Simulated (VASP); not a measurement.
## SrGeC: structure and properties in VASP

What structure does SrGeC take at this level, and what are its properties? The steps: rough relaxation of the start cell, relaxing cell and atoms (BLYP), second relaxation, single point with fields (BLYP), band structure (BLYP) and density of states (BLYP). The cell is invented: it takes the structure of a Materials Project entry for SrSiGe (space group 187 there), with some of its atoms replaced by other elements, volume scaled by an estimate. It may not be a known or stable phase. The atoms of the start are displaced at random from the sites of a P-6m2 cell.

Program: VASP 6.6.1. Level of theory: BLYP; plane waves and PAW (Sr_sv, Ge_d, C); invented cell. Results are calculated unless marked as measured.

### Step 1. The starting structure

Before any relaxation, the start is as follows. The structure is triclinic, space group P1 (No. 1). The conventional cell has a = 4.194 Å, b = 4.194 Å, c = 4.385 Å, α = 90.00°, β = 90.00°, γ = 120.00°. Nearest to Sr lie 6 Ge at 3.25 to 3.29 Å and 6 C at 3.25 to 3.28 Å. Nearest to Ge lie 3 C at 2.41 to 2.44 Å and 6 Sr at 3.25 to 3.29 Å. Nearest to C lie 3 Ge at 2.41 to 2.44 Å and 6 Sr at 3.25 to 3.28 Å. It derives from SrSiGe. It takes the structure of a Materials Project entry for SrSiGe (space group 187 there), with some of its atoms replaced by other elements, volume scaled by an estimate. Farther neighbours are not listed.

Structure file:

```xyz
3
Lattice="4.1940 0.0000 0.0000 -2.0970 3.6321 0.0000 0.0000 0.0000 4.3849" Properties=species:S:1:pos:R:3 pbc="T T T"
Sr    2.0967    1.2240    0.0064
Ge   -0.0161   -0.0089    2.1934
C    -0.0093    2.4272    2.2041
```

### Step 2. Rough relaxation of the start cell

The start is only an estimate, so a cheap relaxation brings it near a minimum before any careful run. BLYP comes from molecular chemistry and underbinds dense solids.

INCAR

```
SYSTEM = SrGeC
PREC = Normal
ENCUT = 520
EDIFF = 1E-05
NELM = 60
ISMEAR = -1
SIGMA = 0.05
LREAL = .FALSE.
ALGO = Fast
GGA = B5
ALDAX = 1
AGGAX = 1
AGGAC = 1
ALDAC = 0
NBANDS = 20
LORBIT = 11
LWAVE = .FALSE.
LCHARG = .FALSE.
IBRION = 2
NSW = 40
ISIF = 3
EDIFFG = -0.04
```

POSCAR

```
SrGeC
1.0
    4.1939970000      0.0000000000      0.0000000000
   -2.0969990000      3.6321080000      0.0000000000
    0.0000000000      0.0000000000      4.3849260000
Sr Ge C
1 1 1
Direct
    0.6684290000      0.3369810000      0.0014670000
   -0.0050740000     -0.0024480000      0.5002140000
    0.3319100000      0.6682700000      0.5026590000
```

KPOINTS

```
Automatic mesh
0
Gamma
5 5 4
0 0 0
```

The projector-augmented-wave data sets are Sr_sv, Ge_d and C (PBE family, release 64).

On the command line:

```sh
$ mpirun -np 1 vasp_std
```

Log:

```text
[banner, memory and clock lines left out]
running    1 mpi-ranks, on    1 nodes
 distrk:  each k-point on    1 cores,    1 groups
 distr:  one band on    1 cores,    1 groups

 POSCAR found type information on POSCAR SrGeC
 POSCAR found :  3 types and       3 ions
|                                                                             |
|               ----> ADVICE to this user running VASP <----                  |
|                                                                             |
|     You enforced a specific xc type in the INCAR file but a different       |
|     [... a line on the potential file left out ...]
|     I HOPE YOU KNOW WHAT YOU ARE DOING!                                     |
|                                                                             |

 LDA part: xc-table for (Slater(with rela. corr.)+VWN5), standard interpolation
 POSCAR, INCAR and KPOINTS ok, starting setup
 FFT: planning ... GRIDC
 FFT: planning ... GRID_SOFT
 FFT: planning ... GRID
 WAVECAR not read
 entering main loop
       N       E                     dE             d eps       ncg     rms          rms(c)
DAV:   1     0.222518925576E+03    0.22252E+03   -0.14234E+04  2380   0.250E+03
DAV:   2     0.174767312560E+02   -0.20504E+03   -0.19802E+03  2124   0.624E+02
DAV:   3    -0.105180241307E+02   -0.27995E+02   -0.27537E+02  2524   0.134E+02
DAV:   4    -0.127070918637E+02   -0.21891E+01   -0.21807E+01  3592   0.309E+01
DAV:   5    -0.127396155203E+02   -0.32524E-01   -0.32500E-01  2652   0.340E+00    0.132E+01
RMM:   6    -0.121033597787E+02    0.63626E+00   -0.29373E+00  2342   0.753E+00    0.115E+01
RMM:   7    -0.117775365223E+02    0.32582E+00   -0.33650E-01  2384   0.323E+00    0.728E+00
RMM:   8    -0.117952438067E+02   -0.17707E-01   -0.14899E-01  2432   0.221E+00    0.115E+00
RMM:   9    -0.117724716443E+02    0.22772E-01   -0.41249E-02  2603   0.101E+00    0.273E-01
RMM:  10    -0.117739014445E+02   -0.14298E-02   -0.13167E-02  2826   0.487E-01    0.269E-01
RMM:  11    -0.117742921006E+02   -0.39066E-03   -0.45858E-03  2530   0.266E-01    0.182E-01
RMM:  12    -0.117750001636E+02   -0.70806E-03   -0.28669E-03  2201   0.259E-01    0.171E-01
RMM:  13    -0.117748735716E+02    0.12659E-03   -0.29455E-03  2213   0.183E-01    0.115E-01
RMM:  14    -0.117750259409E+02   -0.15237E-03   -0.17023E-03  2270   0.158E-01    0.275E-02
RMM:  15    -0.117751408790E+02   -0.11494E-03   -0.12760E-03  2224   0.123E-01    0.238E-02
RMM:  16    -0.117752129536E+02   -0.72075E-04   -0.85510E-04  2138   0.103E-01    0.163E-02
RMM:  17    -0.117752934083E+02   -0.80455E-04   -0.81118E-04  1845   0.877E-02    0.255E-02
RMM:  18    -0.117753367926E+02   -0.43384E-04   -0.53134E-04  1917   0.824E-02    0.147E-02
RMM:  19    -0.117753909918E+02   -0.54199E-04   -0.57109E-04  1730   0.718E-02    0.165E-02
RMM:  20    -0.117754247190E+02   -0.33727E-04   -0.35648E-04  1640   0.663E-02    0.147E-02
RMM:  21    -0.117754607232E+02   -0.36004E-04   -0.38264E-04  1594   0.662E-02    0.186E-02
RMM:  22    -0.117754849796E+02   -0.24256E-04   -0.25497E-04  1575   0.621E-02    0.192E-02
RMM:  23    -0.117755104492E+02   -0.25470E-04   -0.26887E-04  1596   0.567E-02    0.228E-02
RMM:  24    -0.117755273568E+02   -0.16908E-04   -0.18172E-04  1552   0.530E-02    0.237E-02
RMM:  25    -0.117755441541E+02   -0.16797E-04   -0.18967E-04  1567   0.498E-02    0.224E-02
RMM:  26    -0.117755546048E+02   -0.10451E-04   -0.12948E-04  1576   0.442E-02    0.199E-02
RMM:  27    -0.117755653196E+02   -0.10715E-04   -0.12630E-04  1600   0.422E-02    0.192E-02
RMM:  28    -0.117755735470E+02   -0.82274E-05   -0.94545E-05  1549   0.400E-02
   1 F= -.11775574E+02 E0= -.11769162E+02  d E =-.117756E+02
 curvature:   0.00 expect dE= 0.000E+00 dE for cont linesearch  0.000E+00
 trial: gam= 0.00000 g(F)=  0.418E-03 g(S)=  0.349E+00 ort = 0.000E+00 (trialstep = 0.100E+01)
 search vector abs. value=  0.350E+00
 bond charge predicted
       N       E                     dE             d eps       ncg     rms          rms(c)
DAV:   1    -0.145694548810E+02   -0.27939E+01   -0.51797E+01  2316   0.802E+01    0.116E+01
RMM:   2    -0.126073588222E+02    0.19621E+01   -0.38080E+00  2326   0.214E+01    0.519E+00
RMM:   3    -0.120044941098E+02    0.60286E+00   -0.13777E+00  2275   0.105E+01    0.184E+00
RMM:   4    -0.119944858136E+02    0.10008E-01   -0.26114E-01  2567   0.464E+00    0.131E+00
RMM:   5    -0.119969815722E+02   -0.24958E-02   -0.96473E-02  2673   0.262E+00    0.435E-01
RMM:   6    -0.119984993334E+02   -0.15178E-02   -0.18238E-02  2806   0.123E+00    0.225E-01
RMM:   7    -0.119992661980E+02   -0.76686E-03   -0.69731E-03  3056   0.696E-01    0.132E-01
RMM:   8    -0.119994337345E+02   -0.16754E-03   -0.21917E-03  2976   0.416E-01    0.531E-02
RMM:   9    -0.119995646535E+02   -0.13092E-03   -0.12210E-03  3109   0.265E-01    0.188E-02
RMM:  10    -0.119996656171E+02   -0.10096E-03   -0.90010E-04  2801   0.189E-01    0.104E-02
RMM:  11    -0.119997391335E+02   -0.73516E-04   -0.66534E-04  2554   0.150E-01    0.342E-03
RMM:  12    -0.119997987346E+02   -0.59601E-04   -0.53834E-04  2498   0.134E-01    0.443E-03
RMM:  13    -0.119998477854E+02   -0.49051E-04   -0.43945E-04  2482   0.124E-01    0.157E-03
RMM:  14    -0.119998883764E+02   -0.40591E-04   -0.36889E-04  2470   0.115E-01    0.315E-03
RMM:  15    -0.119999225351E+02   -0.34159E-04   -0.30774E-04  2369   0.105E-01    0.429E-03
RMM:  16    -0.119999511363E+02   -0.28601E-04   -0.25871E-04  2375   0.979E-02    0.353E-03
RMM:  17    -0.119999777850E+02   -0.26649E-04   -0.24293E-04  2286   0.916E-02    0.357E-03
RMM:  18    -0.119999982627E+02   -0.20478E-04   -0.18451E-04  2221   0.851E-02    0.400E-03
   2 F= -.12000064E+02 E0= -.11990332E+02  d E =-.224491E+00
[...]
WARNING in EDDRMM: call to ZHEGV failed, returncode =   6  3     10
[...]
WARNING in EDDRMM: call to ZHEGV failed, returncode =   6  3     11
[... from here on, the cycles between the ionic steps are left out ...]
   3 F= -.12019860E+02 E0= -.12010255E+02  d E =-.244287E+00
[...]
WARNING in EDDRMM: call to ZHEGV failed, returncode =   6  3     14
   4 F= -.12020303E+02 E0= -.12011090E+02  d E =-.244730E+00
   5 F= -.12052276E+02 E0= -.12043827E+02  d E =-.319722E-01
[...]
WARNING in EDDRMM: call to ZHEGV failed, returncode =   8  4     12
   6 F= -.12054424E+02 E0= -.12045865E+02  d E =-.341201E-01
   7 F= -.12055267E+02 E0= -.12046819E+02  d E =-.349632E-01
[...]
WARNING in EDDRMM: call to ZHEGV failed, returncode =   8  4     14
   8 F= -.12055288E+02 E0= -.12046854E+02  d E =-.349843E-01
   9 F= -.12055266E+02 E0= -.12046840E+02  d E =-.349621E-01
 curvature:  -1.11 expect dE=-0.903E-03 dE for cont linesearch -0.642E-04
 ZBRENT: accuracy reached
 trial: gam=-0.05701 g(F)=  0.178E-03 g(S)=  0.636E-03 ort = 0.176E-02 (trialstep = 0.116E+01)
 search vector abs. value=  0.788E-03
 bond charge predicted
       N       E                     dE             d eps       ncg     rms          rms(c)
DAV:   1    -0.120616691376E+02   -0.63982E-02   -0.15447E-01  2612   0.509E+00    0.510E-01
RMM:   2    -0.120570184697E+02    0.46507E-02   -0.96778E-03  2307   0.106E+00    0.258E-01
RMM:   3    -0.120555197241E+02    0.14987E-02   -0.46376E-03  2285   0.678E-01    0.119E-01
RMM:   4    -0.120555262978E+02   -0.65738E-05   -0.78846E-04  2509   0.262E-01    0.516E-02
RMM:   5    -0.120555414239E+02   -0.15126E-04   -0.27856E-04  2744   0.125E-01    0.226E-02
RMM:   6    -0.120555454546E+02   -0.40307E-05   -0.42695E-05  1925   0.509E-02
  10 F= -.12055545E+02 E0= -.12047065E+02  d E =-.279937E-03
 trial-energy change:   -0.000280  1 .order   -0.000278   -0.000832    0.000276
 step:   0.8739(harm=  0.8739)  dis= 0.00086  next Energy=   -12.055578 (dE=-0.312E-03)
 reached required accuracy - stopping structural energy minimisation
```

Wall time 3.1 min (1 MPI rank of Intel Xeon Platinum 8375C at 2.90GHz (Ice Lake), shared host); peak memory 0.2 GiB.

Lines that name or quote the potential files are left out of all logs, and their timing lines are given in words.

From OUTCAR (step 2):

```text
ion  position               nearest neighbor table
   1  0.668  0.337  0.001-   2 3.25   2 3.25   3 3.25   2 3.26   3 3.26   3 3.27   2 3.27   3 3.27
                             3 3.27   3 3.28   2 3.28   2 3.29
   2  0.995  0.998  0.500-   3 2.41   3 2.42   3 2.44   1 3.25   1 3.25   1 3.26   1 3.27   1 3.28
                             1 3.29
   3  0.332  0.668  0.503-   2 2.41   2 2.42   2 2.44   1 3.25   1 3.26   1 3.27   1 3.27   1 3.27
                             1 3.28

  LATTYP: Found a hexagonal cell.
 ALAT       =     4.1939970000
 C/A-ratio  =     1.0455243530

 Subroutine GETGRP returns: Found  1 space group operations
 (whereof  1 operations were pure point group operations)

The static configuration has the point symmetry C_1 .

 Found     51 irreducible k-points:

   k-points           NKPTS =     51   k-points in BZ     NKDIM =     51   number of bands    NBANDS=     20

   dimension x,y,z NGX =    24 NGY =   24 NGZ =   24
   dimension x,y,z NGXF=    48 NGYF=   48 NGZF=   48

   ENCUT  =  520.0 eV  38.22 Ry    6.18 a.u.   7.80  7.80  8.15*2*pi/ulx,y,z

   NELECT =      28.0000    total number of electrons

 k-points in reciprocal lattice and weights: Automatic mesh
   0.00000000  0.00000000  0.00000000       0.010
   0.20000000  0.00000000  0.00000000       0.020
   0.00000000  0.20000000  0.00000000       0.020
  -0.20000000  0.20000000  0.00000000       0.020
   0.40000000  0.00000000  0.00000000       0.020
   0.00000000  0.40000000  0.00000000       0.020
  -0.40000000  0.40000000  0.00000000       0.020
   0.20000000  0.20000000  0.00000000       0.020
  -0.20000000  0.40000000  0.00000000       0.020
[...]
-0.20000000 -0.40000000  0.50000000       0.020
   0.40000000  0.40000000  0.50000000       0.020

 average (electrostatic) potential at core
       1 -36.6214       2 -74.0387       3 -50.1135

 E-fermi :   4.9878

 k-point     1 :       0.0000    0.0000    0.0000
  band No.  band energies     occupation
    ...
     10      -7.3714      2.00000
     11       2.1182      2.00000
     12       2.4405      2.00000
     13       2.8671      2.00000
     14       2.8827      2.00000
     15       5.1528      0.07109
     16       8.0422      0.00000
     17       8.1707      0.00000
     18       8.8376      0.00000
     19       9.7963      0.00000
    ...

 k-point     2 :       0.2000    0.0000    0.0000
  band No.  band energies     occupation
    ...
     10      -6.8850      2.00000
     11      -0.3753      2.00000
     12       2.4400      2.00000
     13       2.4912      2.00000
     14       4.5094      1.99986
     15       5.9447      0.00000
     16       7.6439      0.00000
     17       7.6659      0.00000
     18       8.8564      0.00000
     19       9.1072      0.00000
    ...

 k-point     3 :       0.0000    0.2000    0.0000
  band No.  band energies     occupation
    ...
     10      -6.9008      2.00000
     11      -0.3852      2.00000
     12       2.4819      2.00000
     13       2.4858      2.00000
     14       4.5651      1.99957
     15       5.9384      0.00000
     16       7.5972      0.00000
     17       7.6169      0.00000
     18       8.9238      0.00000
     19       9.0743      0.00000
    ...

  Total       -0.1171387     -0.0529657     -0.0297551     -0.0238274     -0.0003722     -0.0002033
  in kB       -3.1697431     -1.4332377     -0.8051654     -0.6447637     -0.0100728     -0.0055012
  external PRESSURE =      -1.8027154 kB  Pullay stress =       0.0000000 kB

  energy-cutoff  :      520.00
  volume of cell :       59.21
      direct lattice vectors                 reciprocal lattice vectors
     3.832322302 -0.015460996 -0.000010429     0.261542555  0.149755432  0.000001995
    -1.929554659  3.369898835  0.000000014     0.001199950  0.297431887  0.000001575
    -0.000021168 -0.000024249  4.595285455     0.000000594  0.000000339  0.217614338

 POSITION                                       TOTAL-FORCE (eV/Angst)
 -----------------------------------------------------------------------------------
      1.90906      1.12247      0.00462         0.012736      0.022644     -0.006277
      1.89280      3.35333      2.29955         0.003924      0.003069     -0.008691
     -0.01990      2.24257      2.31104        -0.016659     -0.025713      0.014968
 -----------------------------------------------------------------------------------
    total drift:                               -0.003279     -0.006546      0.003623

  FREE ENERGIE OF THE ION-ELECTRON SYSTEM (eV)
  ---------------------------------------------------
  free  energy   TOTEN  =       -12.0555454546 eV

  energy  without entropy=      -12.0385837604  energy(sigma->0) =      -12.04706461

 reached required accuracy - stopping structural energy minimisation

 total charge
# of ion       s       p       d       tot
------------------------------------------
    1        2.012   5.791   0.279   8.082
    2        1.163   1.129  10.051  12.343
    3        0.924   1.272   0.000   2.196
--------------------------------------------------
tot          4.099   8.193  10.330  22.621

[... 3 further parts left out ...]
```

CONTCAR:

```
SrGeC
   1.00000000000000
     3.8323223022915704   -0.0154609964281665   -0.0000104288907117
    -1.9295546587107772    3.3698988347347809    0.0000000143067339
    -0.0000211680138017   -0.0000242487145563    4.5952854549236717
  Sr              Ge              C
     1     1     1
Direct
     0.6673950476883552    0.3361481875161775    0.0010064265559856
     0.9972314542022641    0.9996627164371282    0.5004169630596097
     0.3306384981093842    0.6669920960466943    0.5029166103844038
```

The k-mesh is coarse for a metal. This relaxation is a rough one on cheap settings, only to bring the start near its minimum. The PAW data sets were made with PBE, which is usual practice but a small mismatch for other functionals. After so large a change of volume the plane waves of the start cell no longer fit, so the final stress carries a basis-set error.

Step by step:

```
step  energy less that of the first step (eV)  largest force (eV/Å)  pressure (GPa)  volume (Å³)
   1                                   0.0000                0.0713           -5.04        66.80
   2                                  -0.2245                0.0281           -0.52        60.18
   3                                  -0.2443                0.0289            1.30        57.98
   4                                  -0.2447                0.0309            1.80        57.56
   5                                  -0.2767                0.0418            0.76        58.54
   6                                  -0.2788                0.0533            0.01        59.15
   7                                  -0.2797                0.0512            0.10        58.96
   8                                  -0.2797                0.0496            0.11        58.92
   9                                  -0.2797                0.0492            0.31        58.90
  10                                  -0.2800                0.0341           -0.18        59.21
```

```
     cell as run  before   after   change
           a (Å)   4.194   3.832   -8.6 %
           b (Å)   4.194   3.883   -7.4 %
           c (Å)   4.385   4.595   +4.8 %
           γ (°)  120.00  120.03   +0.0 %
volume (Å³/atom)   22.27   19.74  -11.4 %
```

The relaxed structure:

```cif
data_structure
_symmetry_space_group_name_H-M 'P 1'
_symmetry_Int_Tables_number 1
_cell_length_a 3.8324
_cell_length_b 3.8832
_cell_length_c 4.5953
_cell_angle_alpha 90.000
_cell_angle_beta 90.000
_cell_angle_gamma 120.026
_cell_volume 59.21
loop_
_atom_site_label
_atom_site_type_symbol
_atom_site_fract_x
_atom_site_fract_y
_atom_site_fract_z
_atom_site_occupancy
Sr1 Sr 0.66740 0.33615 0.00101 1
Ge2 Ge 0.99723 0.99966 0.50042 1
C3 C 0.33064 0.66699 0.50292 1
```

This step gave:

```
electrons                              : 28
bands                                  : 20
irreducible k-points                   : 51
symmetry operations                    : 1
free energy (TOTEN)                    : -12.06 eV
energy at zero smearing                : -12.05 eV
Fermi energy                           : 4.988 eV
pressure                               : -0.1803 GPa
metallic, judged on the points sampled : yes
SCF cycles over all ionic steps        : 126
```

It ends with a largest force of 0.034 eV/Å and a pressure of -0.18 GPa.

(Part 1 of 3 ends here.)

[Lines on the potential files, build, host, timing and source positions are cut from VASP's logs without a mark.]

[Logs are printed without paths, hosts, clocks, repeated set-up lines and the standing remarks that a program may print on its own settings, such as how far it seeks lower states.]

[Hosts, paths, dates, database ids (printed as entryN), source tags and the programs' standing remarks are cut or masked in the printed files.]

[A measured line is paired with the nearest computed mode of its activity, which favours agreement.]

[In band tables of VASP the shares of atoms and orbitals are scaled to a sum of 1 inside the atoms' spheres.]
